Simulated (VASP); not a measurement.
Data:

```
CELL_PARAMETERS angstrom
      4.15530     0.00000     0.00000
      0.00000     4.15530     0.00000
      0.00000     0.00000     4.15530
ATOMIC_POSITIONS crystal
  La 0.00000 0.00000 0.00000
  B  0.80036 0.50000 0.50000
  B  0.50000 0.19964 0.50000
  B  0.50000 0.80036 0.50000
  B  0.19964 0.50000 0.50000
  B  0.50000 0.50000 0.80036
  B  0.50000 0.50000 0.19964
```

These are PBE GGA, VASP's PBE PAW potentials (set 64) (plane waves; VASP) values and carry that method's errors. Settings: 520 eV cut-off, Gaussian smearing of 0.050 eV, potentials La B.

Predict the band gap (along the path) with the smallest direct gap where there is one.

```
Property                                                      Value
-------------------------  ----------------------------------------
band gap (along the path)  none (metal, semimetal or under 0.01 eV)
```

Only differences to runs with the same potentials and settings are physical.

The compound is LaB6 in the cab6 structure. It was relaxed first. The electron count is odd and the run is not spin-polarised, which forces a metal.
